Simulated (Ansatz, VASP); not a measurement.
# C (Diamond) in two plane-wave programs, part 2 of 3

Wanted: the spread between two codes on one cell, functional and k mesh. The cell is taken from a series of runs on this material, whose earlier steps may have relaxed, scaled, displaced or heated it; both programs get it as it stands.

VASP 6.6.1 and Ansatz 0.2.0.

So far: The starting structure; Ansatz: zone-centre phonons, PBE, pair 1.

### 3. VASP: zone-centre phonons, PBE, pair 1

Level of this step: PBE; plane waves and PAW (C) (VASP).

The same cell, functional and mesh now go to VASP, with its own data sets.

Lines of VASP's logs that name or quote its potential files are left out, and so is its time.

INCAR

```
SYSTEM = C
PREC = Accurate
ENCUT = 600
EDIFF = 1E-08
NELM = 120
ISMEAR = 0
SIGMA = 0.01
LREAL = .FALSE.
ALGO = Normal
GGA = PE
NBANDS = 10
LORBIT = 11
LWAVE = .FALSE.
LCHARG = .FALSE.
ISIF = 2
IBRION = 8
LEPSILON = .TRUE.
LASPH = .TRUE.
GGA_COMPAT = .FALSE.
EFERMI = MIDGAP
KPAR = 2
```

POSCAR

```
C
1.0
    0.0000000000      1.7241850097      1.7241850097
    1.7241850097      0.0000000000      1.7241850097
    1.7241850097      1.7241850097      0.0000000000
C
2
Direct
    0.5000000000      0.5000000000      0.5000000000
    0.7500000000      0.7500000000      0.7500000000
```

KPOINTS

```
Automatic mesh
0
Gamma
12 12 12
0 0 0
```

The projector-augmented-wave data sets are C (PBE family, release 64).

Launch:

```console
$ mpirun -np 2 vasp_std
```

Numbers of over 12 decimals in the logs are rounded to 6 here.

Log:

```text
[banner, memory and clock lines left out]
running    2 mpi-ranks, on    1 nodes
 distrk:  each k-point on    1 cores,    2 groups
 distr:  one band on    1 cores,    1 groups

 POSCAR found type information on POSCAR C
 POSCAR found :  1 types and       2 ions
 LDA part: xc-table for (Slater+PW92), standard interpolation
 POSCAR, INCAR and KPOINTS ok, starting setup
 FFT: planning ... GRIDC
 FFT: planning ... GRID_SOFT
 FFT: planning ... GRID
 WAVECAR not read
 entering main loop
       N       E                     dE             d eps       ncg     rms          rms(c)
DAV:   1     0.383269165463E+01    0.38327E+01   -0.52465E+03  1512   0.859E+02
DAV:   2    -0.184484954544E+02   -0.22281E+02   -0.21592E+02  1916   0.144E+02
DAV:   3    -0.188530061357E+02   -0.40451E+00   -0.40363E+00  1736   0.156E+01
DAV:   4    -0.188537103043E+02   -0.70417E-03   -0.70413E-03  1622   0.735E-01
DAV:   5    -0.188537110309E+02   -0.72662E-06   -0.72658E-06  1626   0.230E-02    0.630E+00
DAV:   6    -0.182150396371E+02    0.63867E+00   -0.35575E-01  1498   0.458E+00    0.377E+00
DAV:   7    -0.180007150649E+02    0.21432E+00   -0.41756E-01  1574   0.503E+00    0.926E-01
DAV:   8    -0.180027034855E+02   -0.19884E-02   -0.93626E-03  1508   0.808E-01    0.468E-02
DAV:   9    -0.180027260034E+02   -0.22518E-04   -0.66791E-05  1734   0.702E-02    0.256E-02
DAV:  10    -0.180027456053E+02   -0.19602E-04   -0.13894E-05  1518   0.373E-02    0.507E-03
DAV:  11    -0.180027456876E+02   -0.82265E-07   -0.19417E-07  1866   0.452E-03    0.571E-04
DAV:  12    -0.180027456494E+02    0.38178E-07   -0.14932E-08  1528   0.136E-03    0.981E-05
DAV:  13    -0.180027456413E+02    0.80754E-08   -0.17432E-10   820   0.137E-04
   1 F= -.18002746E+02 E0= -.18002746E+02  d E =0.000000E+00
 Linear response reoptimize wavefunctions to high precision
DAV:   1    -0.180027456439E+02   -0.25684E-08   -0.87394E-12   950   0.361E-05
DAV:   2    -0.180027456439E+02    0.12051E-10   -0.70954E-13   766   0.472E-06
 Linear response G [H, r] |phi>, progress :
  Direction:   1
       N       E                     dE             d eps       ncg     rms
RMM:   1    -0.313486619561E+02   -0.31349E+02    0.75189E+00  3301   0.434E+01
RMM:   2    -0.325090396001E+02   -0.11604E+01   -0.88752E-01  2284   0.823E+00
RMM:   3    -0.325184474286E+02   -0.94078E-02   -0.22994E-03  2405   0.449E-01
RMM:   4    -0.325185315057E+02   -0.84077E-04   -0.48304E-06  2537   0.327E-02
RMM:   5    -0.325185332037E+02   -0.16979E-05    0.37085E-07  2495   0.289E-03
RMM:   6    -0.325185332740E+02   -0.70370E-07   -0.67561E-08  2247   0.283E-04
RMM:   7    -0.325185332975E+02   -0.23489E-07   -0.19656E-07  1815   0.468E-05
RMM:   8    -0.325185332949E+02    0.25977E-08   -0.19111E-07  1780   0.296E-05
RMM:   9    -0.325185332938E+02    0.11469E-08   -0.17422E-07  1631   0.290E-05
RMM:  10    -0.325185332946E+02   -0.81295E-09   -0.18765E-07  1346   0.290E-05
RMM:  11    -0.325185332939E+02    0.73361E-09   -0.17826E-07  1058   0.290E-05
 Linear response G [H, r] |phi>, progress :
  Direction:   2
       N       E                     dE             d eps       ncg     rms
RMM:   1    -0.355515695120E+02   -0.35552E+02   -0.52035E+01  3323   0.416E+01
RMM:   2    -0.330681555263E+02    0.24834E+01   -0.58770E-01  2277   0.692E+00
RMM:   3    -0.330721280699E+02   -0.39725E-02   -0.17960E-03  2406   0.371E-01
RMM:   4    -0.330721594431E+02   -0.31373E-04   -0.27359E-06  2553   0.279E-02
RMM:   5    -0.330721605611E+02   -0.11180E-05    0.39156E-07  2502   0.229E-03
RMM:   6    -0.330721606236E+02   -0.62452E-07   -0.10698E-07  2251   0.220E-04
RMM:   7    -0.330721606397E+02   -0.16105E-07   -0.37349E-07  1810   0.353E-05
RMM:   8    -0.330721606383E+02    0.14084E-08   -0.34296E-07  1833   0.276E-05
RMM:   9    -0.330721606369E+02    0.13606E-08   -0.33794E-07  1648   0.275E-05
RMM:  10    -0.330721606378E+02   -0.88033E-09   -0.33585E-07  1456   0.275E-05
RMM:  11    -0.330721606369E+02    0.89715E-09   -0.30570E-07  1126   0.275E-05
 Linear response G [H, r] |phi>, progress :
  Direction:   3
       N       E                     dE             d eps       ncg     rms
RMM:   1    -0.204536440688E+02   -0.20454E+02    0.63985E+01  3168   0.404E+01
RMM:   2    -0.224258030890E+02   -0.19722E+01   -0.83104E-01  2265   0.749E+00
RMM:   3    -0.224291964742E+02   -0.33934E-02   -0.49877E-03  2439   0.428E-01
RMM:   4    -0.224291404239E+02    0.56050E-04   -0.55826E-05  2478   0.331E-02
RMM:   5    -0.224291390140E+02    0.14099E-05   -0.15168E-06  2434   0.298E-03
RMM:   6    -0.224291389140E+02    0.99994E-07   -0.22895E-07  2134   0.299E-04
RMM:   7    -0.224291389186E+02   -0.45793E-08   -0.25541E-07  1693   0.475E-05
RMM:   8    -0.224291389421E+02   -0.23539E-07   -0.51160E-07  1590   0.272E-05
RMM:   9    -0.224291389430E+02   -0.89055E-09    0.16452E-09  1412   0.262E-05
 Linear response to external field (no local field effect), progress :
  Direction:   1
       N       E                     dE             d eps       ncg     rms          rms(c)
RMM:   1    -0.161281958764E+00   -0.16128E+00   -0.57676E-01  3160   0.216E+00
RMM:   2    -0.164271844012E+00   -0.29899E-02   -0.74438E-04  2300   0.228E-01
RMM:   3    -0.164274704825E+00   -0.28608E-05   -0.20861E-06  2330   0.900E-03
RMM:   4    -0.164274717157E+00   -0.12332E-07   -0.76985E-09  2242   0.567E-04
RMM:   5    -0.164274717189E+00   -0.31717E-10   -0.55404E-11  1645   0.375E-05
 change of polarisation eV/A/(eV/A) component  1 :     0.329     0.146     0.043
 dielectric tensor                  component  1 :     6.799     2.576     0.757
 Linear response to external field (no local field effect), progress :
  Direction:   2
       N       E                     dE             d eps       ncg     rms          rms(c)
RMM:   1    -0.158340570906E+00   -0.15834E+00   -0.55091E-01  3160   0.218E+00
RMM:   2    -0.161287763994E+00   -0.29472E-02   -0.72280E-04  2308   0.230E-01
RMM:   3    -0.161290485199E+00   -0.27212E-05   -0.20842E-06  2344   0.893E-03
RMM:   4    -0.161290497887E+00   -0.12688E-07   -0.76833E-09  2258   0.590E-04
RMM:   5    -0.161290497924E+00   -0.37332E-10   -0.49364E-11  1642   0.378E-05
 change of polarisation eV/A/(eV/A) component  2 :     0.146     0.323    -0.055
 dielectric tensor                  component  2 :     2.576     6.694    -0.973
 Linear response to external field (no local field effect), progress :
  Direction:   3
       N       E                     dE             d eps       ncg     rms          rms(c)
RMM:   1    -0.819247579947E-01   -0.81925E-01   -0.28729E-01  3110   0.160E+00
RMM:   2    -0.835694844059E-01   -0.16447E-02   -0.37504E-04  2274   0.161E-01
RMM:   3    -0.835709145613E-01   -0.14302E-05   -0.10447E-06  2319   0.665E-03
RMM:   4    -0.835709203346E-01   -0.57733E-08   -0.36373E-09  2209   0.443E-04
 change of polarisation eV/A/(eV/A) component  3 :     0.043    -0.055     0.167
 dielectric tensor                  component  3 :     0.757    -0.973     3.950
 Linear response to external field, progress :
  Direction:   1
       N       E                     dE             d eps       ncg     rms          rms(c)
RMM:   1    -0.133868002821E+00   -0.13387E+00   -0.47184E-01  7127   0.198E+00
RMM:   2    -0.136376369679E+00   -0.25084E-02   -0.61283E-04  5160   0.206E-01    0.643E-01
RMM:   3    -0.135753816853E+00    0.62255E-03   -0.61221E-04  5195   0.197E-01    0.382E-01
RMM:   4    -0.141971390137E+00   -0.62176E-02   -0.89840E-04  5164   0.246E-01    0.396E-02
RMM:   5    -0.142684188638E+00   -0.71280E-03   -0.14630E-05  5233   0.313E-02    0.302E-03
RMM:   6    -0.142704257100E+00   -0.20068E-04   -0.74278E-08  5467   0.265E-03    0.171E-03
RMM:   7    -0.142717066953E+00   -0.12810E-04   -0.68886E-08  5300   0.270E-03    0.111E-04
RMM:   8    -0.142717259875E+00   -0.19292E-06   -0.10114E-10  4797   0.925E-05    0.321E-05
RMM:   9    -0.142717304102E+00   -0.44227E-07   -0.23420E-11  3942   0.587E-05    0.167E-06
 change of polarisation eV/A/(eV/A) component  1 :     0.267     0.086     0.029
 dielectric tensor                  component  1 :     5.712     1.517     0.517
 Linear response to external field, progress :
  Direction:   2
       N       E                     dE             d eps       ncg     rms          rms(c)
RMM:   1    -0.133841244071E+00   -0.13384E+00   -0.47157E-01  7138   0.198E+00
RMM:   2    -0.136376406965E+00   -0.25352E-02   -0.61261E-04  5163   0.206E-01    0.643E-01
RMM:   3    -0.135754504061E+00    0.62190E-03   -0.61044E-04  5194   0.197E-01    0.382E-01
RMM:   4    -0.141971770074E+00   -0.62173E-02   -0.89683E-04  5167   0.246E-01    0.396E-02
RMM:   5    -0.142684033921E+00   -0.71226E-03   -0.14622E-05  5230   0.313E-02    0.301E-03
RMM:   6    -0.142704268339E+00   -0.20234E-04   -0.73396E-08  5461   0.264E-03    0.171E-03
RMM:   7    -0.142717063099E+00   -0.12795E-04   -0.68887E-08  5298   0.270E-03    0.110E-04
RMM:   8    -0.142717263939E+00   -0.20084E-06   -0.10075E-10  4790   0.919E-05    0.320E-05
RMM:   9    -0.142717305037E+00   -0.41098E-07   -0.24615E-11  3946   0.587E-05    0.164E-06
 change of polarisation eV/A/(eV/A) component  2 :     0.070     0.267    -0.002
 dielectric tensor                  component  2 :     1.243     5.712    -0.029
 Linear response to external field, progress :
  Direction:   3
       N       E                     dE             d eps       ncg     rms          rms(c)
RMM:   1    -0.133838041547E+00   -0.13384E+00   -0.47154E-01  7138   0.198E+00
RMM:   2    -0.136376328387E+00   -0.25383E-02   -0.61689E-04  5163   0.206E-01    0.643E-01
RMM:   3    -0.135754474456E+00    0.62185E-03   -0.61317E-04  5193   0.197E-01    0.382E-01
RMM:   4    -0.141971473576E+00   -0.62170E-02   -0.89944E-04  5164   0.246E-01    0.396E-02
RMM:   5    -0.142684047616E+00   -0.71257E-03   -0.14635E-05  5231   0.313E-02    0.302E-03
RMM:   6    -0.142704270189E+00   -0.20223E-04   -0.74401E-08  5466   0.265E-03    0.171E-03
RMM:   7    -0.142717069544E+00   -0.12799E-04   -0.68852E-08  5308   0.270E-03    0.111E-04
RMM:   8    -0.142717260783E+00   -0.19124E-06   -0.10229E-10  4800   0.927E-05    0.321E-05
RMM:   9    -0.142717305186E+00   -0.44403E-07   -0.23357E-11  3940   0.587E-05    0.168E-06
 change of polarisation eV/A/(eV/A) component  3 :     0.011     0.054     0.267
 dielectric tensor                  component  3 :     0.201     0.961     5.712
 Linear response DOF=           1
 Linear response progress:
  Degree of freedom:   1/  1
       N       E                     dE             d eps       ncg     rms          rms(c)
RMM:   1    -0.123907220484E+00   -0.12391E+00   -0.27122E-02 13392   0.208E+00
RMM:   2    -0.113660321621E+00    0.10247E-01   -0.34245E-03  8583   0.385E-01    0.204E-01
RMM:   3    -0.113741906611E+00   -0.81585E-04   -0.42847E-04  8406   0.122E-01    0.111E-01
RMM:   4    -0.114692014537E+00   -0.95011E-03   -0.44715E-04  8335   0.130E-01    0.145E-02
RMM:   5    -0.114633363520E+00    0.58651E-04   -0.38040E-05  9121   0.170E-02    0.117E-03
RMM:   6    -0.114631271946E+00    0.20916E-05   -0.44234E-06  9121   0.107E-03    0.591E-04
RMM:   7    -0.114627168873E+00    0.41031E-05   -0.96739E-07  9308   0.538E-04    0.837E-05
RMM:   8    -0.114627129915E+00    0.38958E-07   -0.18097E-08  9483   0.814E-05    0.160E-05
RMM:   9    -0.114626888674E+00    0.24124E-06    0.48351E-08  9587   0.224E-05    0.349E-06
RMM:  10    -0.114626893018E+00   -0.43441E-08    0.39465E-09  8582   0.475E-06    0.335E-07
 first order change of Fermi-energy  -0.56076E+01
 force on displaced ion       1 direction 1 : -45.475  -0.000  -0.000
 Born effective charge ion    1 direction 1 :   0.000   0.000   0.000
 Born effective charges drift removed
 Linear response finished
```

From OUTCAR (step 3):

```text
ion  position               nearest neighbor table
   1  0.500  0.500  0.500-   2 1.49   2 1.49   2 1.49   2 1.49
   2  0.750  0.750  0.750-   1 1.49   1 1.49   1 1.49   1 1.49

  LATTYP: Found a face centered cubic cell.
 ALAT       =     3.4483700194

 Subroutine GETGRP returns: Found 48 space group operations
 (whereof 24 operations were pure point group operations)

The static configuration has the point symmetry T_d .
 The point group associated with its full space group is O_h .

 Found     72 irreducible k-points:

   k-points           NKPTS =     72   k-points in BZ     NKDIM =     72   number of bands    NBANDS=     10

   dimension x,y,z NGX =    20 NGY =   20 NGZ =   20
   dimension x,y,z NGXF=    40 NGYF=   40 NGZF=   40

   ENCUT  =  600.0 eV  44.10 Ry    6.64 a.u.   4.87  4.87  4.87*2*pi/ulx,y,z

   NELECT =       8.0000    total number of electrons

 k-points in reciprocal lattice and weights: Automatic mesh
   0.00000000  0.00000000  0.00000000       0.001
   0.08333333  0.00000000  0.00000000       0.005
   0.16666667  0.00000000  0.00000000       0.005
   0.25000000  0.00000000  0.00000000       0.005
   0.33333333  0.00000000  0.00000000       0.005
   0.41666667  0.00000000  0.00000000       0.005
   0.50000000  0.00000000  0.00000000       0.002
   0.08333333  0.08333333  0.00000000       0.003
   0.16666667  0.08333333  0.00000000       0.014
[...]
-0.33333333  0.50000000  0.16666667       0.007
  -0.25000000  0.50000000  0.25000000       0.003

 average (electrostatic) potential at core
       1 -43.8962       2 -43.8962

  Total        3.5570347      3.5570347      3.5570347      0.0000000      0.0000000      0.0000000
  in kB      555.9261372    555.9261372    555.9261372      0.0000000      0.0000000      0.0000000
  external PRESSURE =     555.9261372 kB  Pullay stress =       0.0000000 kB

  energy-cutoff  :      600.00
  volume of cell :       10.25
      direct lattice vectors                 reciprocal lattice vectors
     0.000000000  1.724185010  1.724185010    -0.289992082  0.289992082  0.289992082
     1.724185010  0.000000000  1.724185010     0.289992082 -0.289992082  0.289992082
     1.724185010  1.724185010  0.000000000     0.289992082  0.289992082 -0.289992082

 POSITION                                       TOTAL-FORCE (eV/Angst)
 -----------------------------------------------------------------------------------
      1.72419      1.72419      1.72419        -0.000000     -0.000000     -0.000000
      2.58628      2.58628      2.58628         0.000000      0.000000      0.000000
 -----------------------------------------------------------------------------------
    total drift:                                0.000000     -0.000000      0.000000

 MACROSCOPIC STATIC DIELECTRIC TENSOR (including local field effects in DFT)
 ------------------------------------------------------
           5.711759    -0.000000     0.000000
           0.000000     5.711759    -0.000000
          -0.000000    -0.000000     5.711759
 ------------------------------------------------------

 PIEZOELECTRIC TENSOR (including local field effects)  for field in x, y, z        (C/m^2)
          XX          YY          ZZ          XY          YZ          ZX
  --------------------------------------------------------------------------------
  x     0.00000    -0.00000     0.00000     0.00000     0.00000     0.00000
  y    -0.00000     0.00000     0.00000     0.00000     0.00000    -0.00000
  z    -0.00000     0.00000     0.00000     0.00000     0.00000     0.00000

 BORN EFFECTIVE CHARGES (including local field effects) (in |e|, cummulative output)
 ---------------------------------------------------------------------------------
 ion    1
    1    -0.00000    -0.00000     0.00000
    2    -0.00000     0.00000    -0.00000
    3     0.00000    -0.00000    -0.00000
 ion    2
    1     0.00000     0.00000    -0.00000
    2     0.00000    -0.00000     0.00000
    3     0.00000     0.00000     0.00000

 Eigenvectors and eigenvalues of the dynamical matrix
 ----------------------------------------------------

   1 f  =   43.019034 THz   270.296562 2PiTHz 1434.960512 cm-1   177.912349 meV
             X         Y         Z           dx          dy          dz
      1.724185  1.724185  1.724185    -0.707107    0.000000    0.000000
      2.586278  2.586278  2.586278     0.707107   -0.000000    0.000000

   2 f  =   43.019034 THz   270.296562 2PiTHz 1434.960512 cm-1   177.912349 meV
             X         Y         Z           dx          dy          dz
      1.724185  1.724185  1.724185     0.000000    0.000000   -0.707107
      2.586278  2.586278  2.586278     0.000000    0.000000    0.707107

   3 f  =   43.019034 THz   270.296562 2PiTHz 1434.960512 cm-1   177.912349 meV
             X         Y         Z           dx          dy          dz
      1.724185  1.724185  1.724185     0.000000    0.707107    0.000000
      2.586278  2.586278  2.586278    -0.000000   -0.707107    0.000000

   4 f  =    0.000001 THz     0.000003 2PiTHz    0.000018 cm-1     0.000002 meV
             X         Y         Z           dx          dy          dz
      1.724185  1.724185  1.724185    -0.510632   -0.311636    0.377012
      2.586278  2.586278  2.586278    -0.510632   -0.311636    0.377012

   5 f/i=    0.000000 THz     0.000003 2PiTHz    0.000015 cm-1     0.000002 meV
             X         Y         Z           dx          dy          dz
      1.724185  1.724185  1.724185     0.440557   -0.056222    0.550226
      2.586278  2.586278  2.586278     0.440557   -0.056222    0.550226

   6 f/i=    0.000001 THz     0.000005 2PiTHz    0.000024 cm-1     0.000003 meV
             X         Y         Z           dx          dy          dz
      1.724185  1.724185  1.724185     0.212519   -0.632236   -0.234763
      2.586278  2.586278  2.586278     0.212519   -0.632236   -0.234763

 MACROSCOPIC STATIC DIELECTRIC TENSOR IONIC CONTRIBUTION
 ------------------------------------------------------
           0.000000     0.000000    -0.000000
           0.000000     0.000000     0.000000
          -0.000000     0.000000     0.000000
 ------------------------------------------------------

 ELASTIC MODULI CONTR FROM IONIC RELAXATION (kBar)
 Direction    XX          YY          ZZ          XY          YZ          ZX
 --------------------------------------------------------------------------------
 XX          -0.0000     -0.0000      0.0000      0.0000     -0.0000     -0.0000
 YY          -0.0000     -0.0000     -0.0000      0.0000      0.0000     -0.0000
 ZZ           0.0000     -0.0000     -0.0000     -0.0000      0.0000     -0.0000
 XY           0.0000      0.0000     -0.0000   -282.3247      0.0000      0.0000
 YZ          -0.0000      0.0000      0.0000      0.0000   -282.3247      0.0000
 ZX          -0.0000     -0.0000     -0.0000      0.0000      0.0000   -282.3247
 --------------------------------------------------------------------------------

 PIEZOELECTRIC TENSOR IONIC CONTR  for field in x, y, z        (C/m^2)
          XX          YY          ZZ          XY          YZ          ZX
  --------------------------------------------------------------------------------
  x    -0.00000     0.00000     0.00000     0.00000    -0.00000    -0.00000
  y     0.00000     0.00000     0.00000    -0.00000    -0.00000     0.00000
  z     0.00000     0.00000    -0.00000    -0.00000     0.00000    -0.00000
```

### 4. Comparison

Known differences besides the potentials themselves: fixed occupations in Ansatz, narrow Gaussian smearing in VASP; VASP's response is taken on the typed mesh, Ansatz refines its own for the field response alone; the cutoff is 420 eV in Ansatz and 600 eV in VASP. Total energies have different zeros and are not compared.

The two programs side by side:

| quantity | Ansatz | VASP | difference |
| --- | --- | --- | --- |
| ε∞ xx | 5.71 | 5.71 | -0.10 % |
| ε∞ yy | 5.71 | 5.71 | -0.10 % |
| ε∞ zz | 5.71 | 5.71 | -0.10 % |
| Born charge of C1 (mean of the diagonal) (e) | 0.00 | 0.00 | 0.00 |
| optical mode 1 to 3 (cm⁻¹) | 1431.4 | 1435.0 | -0.25 % |

Modes are paired by rising frequency, not by their patterns, so a pair may set unlike modes beside each other; they are those without the splitting of longitudinal modes.

(Part 2 of 3 ends here.)

[Lines on the potential files, build, host, timing and source positions are cut from VASP's logs without a mark.]

[Logs are printed without paths, hosts, clocks, repeated set-up lines and the standing remarks that a program may print on its own settings, such as how far it seeks lower states.]

[Hosts, paths, dates, database ids (printed as entryN), source tags and the programs' standing remarks are cut or masked in the printed files.]
